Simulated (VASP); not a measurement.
OSZICAR of a VASP run on SiO$_{2}$ (quartz):

### OSZICAR
```
       N       E                     dE             d eps       ncg     rms          rms(c)
DAV:   1     0.210705914322E+03    0.21071E+03   -0.20768E+04  5584   0.508E+02
DAV:   2    -0.703067354979E+02   -0.28101E+03   -0.26913E+03  6674   0.163E+02
DAV:   3    -0.804788918339E+02   -0.10172E+02   -0.10061E+02  6704   0.260E+01
DAV:   4    -0.805457252915E+02   -0.66833E-01   -0.66824E-01  6584   0.222E+00
DAV:   5    -0.805462309091E+02   -0.50562E-03   -0.50561E-03  6546   0.179E-01    0.248E+01
DAV:   6    -0.710924828236E+02    0.94537E+01   -0.92899E+00  6120   0.122E+01    0.121E+01
DAV:   7    -0.711322008198E+02   -0.39718E-01   -0.86612E-01  6552   0.235E+00    0.426E+00
DAV:   8    -0.711300346446E+02    0.21662E-02   -0.31034E-02  6336   0.670E-01    0.172E+00
DAV:   9    -0.711417403952E+02   -0.11706E-01   -0.20209E-02  6115   0.476E-01    0.329E-01
DAV:  10    -0.711435213753E+02   -0.17810E-02   -0.12576E-03  6488   0.934E-02    0.620E-02
DAV:  11    -0.711436066417E+02   -0.85266E-04   -0.88639E-05  6456   0.389E-02    0.266E-02
DAV:  12    -0.711436134954E+02   -0.68537E-05   -0.11800E-05  6488   0.883E-03    0.142E-02
DAV:  13    -0.711436155776E+02   -0.20822E-05   -0.24316E-06  6104   0.535E-03    0.211E-03
DAV:  14    -0.711436157718E+02   -0.19414E-06   -0.12183E-07  6544   0.107E-03    0.462E-04
DAV:  15    -0.711436157944E+02   -0.22648E-07   -0.21296E-08  5304   0.467E-04
   1 F= -.71143616E+02 E0= -.71143616E+02  d E =-.129150E-32
 imaginary and real dielectric function
```

**Question.** Which electronic solver shows in the log?

**Answer.** It is blocked Davidson (ALGO = Normal, or the opening steps of other solvers). The INCAR had ALGO = Normal.

**Question.** Can the final energy be trusted as converged?

**Answer.** The calculation finished and met its thresholds. It stopped with EDIFF = 1E-7, NELM = 100 (PBE GGA, plane waves, VASP's PBE PAW potentials (set 64)).

The compound is SiO2 in the quartz structure. It was relaxed first, which changed the volume by +6 %.
